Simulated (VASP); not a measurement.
An input for Ansatz (written as the equivalent of a VASP run, and not itself run):

Ansatz 0.2 input:
```yaml
crystal:
  lattice:
    - [5.0418780, 0.0000000, 0.0000000]
    - [-2.5209380, 4.3663940, 0.0000000]
    - [0.0000000, 0.0000000, 7.8560070]
  atoms:
    - { symbol: Tl, position: [0.3333330, 0.6666670, 0.2467000] }
    - { symbol: Tl, position: [0.6666670, 0.3333330, 0.7533000] }
    - { symbol: Te, position: [0.0000000, 0.0000000, 0.0000000] }
    - { symbol: Te, position: [0.3333330, 0.6666670, 0.6470000] }
    - { symbol: Te, position: [0.6666670, 0.3333330, 0.3530000] }
kpoints:
  mp_grid: { grid: [3, 3, 2] }
hamiltonian:
  xc: pbe
  pseudopotentials: { kind: paw }
scf:
  occupations: { method: fermi_dirac, width: 0.1 }
  max_iter: 100
output: { forces: true, stress: true, eigenvalues: true }
```

Problem. Write the VASP files for the same calculation (PBE).

Solution. One answer among several that fit: 
### INCAR
```
! general
SYSTEM  = Tl2Te3
PREC    = Accurate
ENCUT   = 300
LREAL   = .FALSE.   ! projection in real space or not
LASPH   = .TRUE.   ! aspherical one-centre terms

! electronic loop
EDIFF   = 1E-6   ! SCF stop (eV)
NELM    = 100
ALGO    = Normal
LMAXMIX = 4

! smearing
ISMEAR  = -1   ! Fermi-Dirac
SIGMA   = 0.1   ! width (eV)

! functional
GGA     = PE

! ions
ISIF    = 2   ! forces and stress, cell fixed

! output
LWAVE   = .FALSE.
LCHARG  = .FALSE.
```

### POSCAR
```
Tl2Te3
1
    5.0418780000     0.0000000000     0.0000000000
   -2.5209380000     4.3663940000     0.0000000000
    0.0000000000     0.0000000000     7.8560070000
Tl Te
2 3
Direct
  0.3333330000   0.6666670000   0.2467000000
  0.6666670000   0.3333330000   0.7533000000
  0.0000000000   0.0000000000   0.0000000000
  0.3333330000   0.6666670000   0.6470000000
  0.6666670000   0.3333330000   0.3530000000
```

**KPOINTS**
```
Regular mesh
0
G
  3 3 2
0 0 0
```

POTCAR, in this order: Tl_d Te (PBE.64 set). Program: vasp_std.

What does not carry over: each code has its own PAW files, so the cut-off isn't converted (ENCUT is set for VASP's; basis.ecutwfc is left out, and Ansatz then takes the one that its files recommend); Ansatz stops its SCF on the density residual and VASP on the energy change (EDIFF).

The structure was generated: Tl2Te3 was put into an ordered model structure, which need not be its known phase. The cell was not relaxed at this level, and its volume differs by -5.9 % from the start's. The k-mesh is coarse (spacing up to 0.48 per Å, 2π included), so the numbers may not be converged in it.
